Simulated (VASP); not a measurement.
Method: optB88-vdW, VASP's PBE PAW potentials (set 64) (plane waves; VASP 6.6.1).

The input files of a VASP run:

**POSCAR**
```
HfO2
3.6510730
  0.0000000000   0.7071068522   0.7071068522
  0.7071068522   0.0000000000   0.7071068522
  0.7071068522   0.7071068522   0.0000000000
Hf O
1 2
Cart
  0.0000000000   0.0000000000   0.0000000000
  0.3535534261   0.3535534261   0.3535534261
  1.0606602783   1.0606602783   1.0606602783
```

**KPOINTS**
```
kpoints
0
Gamma
  8 8 8
```

**INCAR**
```
LREAL = F   # projection in real space or not
ENCUT = 520   # plane-wave cut-off (eV)
LWAVE = F
PARAM1 = 0.1833333333
NELM = 100
LASPH = T
ISIF = 2   # forces and stress, cell fixed
LMAXMIX = 6   # l cut-off of mixed one-centre charges
LCHARG = F
GGA = BO
ISMEAR = 0
LUSE_VDW = T
PREC = Accurate
SYSTEM = HfO2
ALGO = Normal
SIGMA = 0.05   # width (eV)
AGGAC = 0.0
PARAM2 = 0.22
EDIFF = 1E-7   # SCF stop (eV)
```

POTCAR, in this order: Hf_pv O (PBE.64 set). Program: vasp_std.

What VASP printed:

**OSZICAR**
```
       N       E                     dE             d eps       ncg     rms          rms(c)
DAV:   1     0.101104501837E+03    0.10110E+03   -0.13123E+04   870   0.145E+03
DAV:   2    -0.273653885435E+02   -0.12847E+03   -0.12676E+03  1115   0.315E+02
DAV:   3    -0.312298644056E+02   -0.38645E+01   -0.38617E+01  1108   0.534E+01
DAV:   4    -0.312528240658E+02   -0.22960E-01   -0.22957E-01  1087   0.443E+00
DAV:   5    -0.312530302365E+02   -0.20617E-03   -0.20615E-03  1115   0.383E-01    0.423E+01
DAV:   6    -0.250388365177E+02    0.62142E+01   -0.35044E+01   996   0.401E+01    0.401E+01
DAV:   7    -0.249096823752E+02    0.12915E+00   -0.94695E-01  1024   0.878E+00    0.283E+01
DAV:   8    -0.248693692418E+02    0.40313E-01   -0.34587E-01  1101   0.607E+00    0.711E+00
DAV:   9    -0.248527345027E+02    0.16635E-01   -0.60145E-02  1059   0.228E+00    0.166E+00
DAV:  10    -0.248526988308E+02    0.35672E-04   -0.40010E-03  1257   0.497E-01    0.198E-01
DAV:  11    -0.248526795957E+02    0.19235E-04   -0.21611E-04   996   0.121E-01    0.183E-01
DAV:  12    -0.248526819427E+02   -0.23471E-05   -0.26051E-05  1204   0.422E-02    0.318E-02
DAV:  13    -0.248526822871E+02   -0.34434E-06   -0.14053E-06  1044   0.932E-03    0.102E-02
DAV:  14    -0.248526823230E+02   -0.35887E-07   -0.13608E-07   876   0.299E-03
   1 F= -.24852682E+02 E0= -.24852682E+02  d E =-.121959E-16
```

### OUTCAR
```
------------------------ aborting loop because EDIFF is reached ----------------------------------------
  FORCE on cell =-STRESS in cart. coord.  units (eV):
  Direction    XX          YY          ZZ          XY          YZ          ZX
  --------------------------------------------------------------------------------------
  Total       -2.8841719     -2.8841719     -2.8841719     -0.0000000     -0.0000000      0.0000000
  in kB     -134.2718695   -134.2718695   -134.2718695     -0.0000000     -0.0000000      0.0000000
  external PRESSURE =    -134.2718695 kB  Pullay stress =       0.0000000 kB
  volume of cell :       34.41
      direct lattice vectors                 reciprocal lattice vectors
     0.000000000  2.581698736  2.581698736    -0.193670932  0.193670932  0.193670932
     2.581698736  0.000000000  2.581698736     0.193670932 -0.193670932  0.193670932
     2.581698736  2.581698736  0.000000000     0.193670932  0.193670932 -0.193670932
 POSITION                                       TOTAL-FORCE (eV/Angst)
 -----------------------------------------------------------------------------------
      0.00000      0.00000      0.00000        -0.000000     -0.000000      0.000000
      1.29085      1.29085      1.29085         0.000000      0.000000     -0.000000
      3.87255      3.87255      3.87255         0.000000     -0.000000      0.000000
 -----------------------------------------------------------------------------------
    total drift:                                0.000000      0.000000      0.000000
  FREE ENERGIE OF THE ION-ELECTRON SYSTEM (eV)
  ---------------------------------------------------
  free  energy   TOTEN  =       -24.8526823230 eV

  energy  without entropy=      -24.8526823230  energy(sigma->0) =      -24.85268232
```
(Selected blocks of OUTCAR.)

The compound is HfO2 in the fluorite structure, the high-temperature cubic form, which is unstable at 0 K; the monoclinic form is the stable one. This cell is one point of a volume scan, at 1.06 of the reference volume.
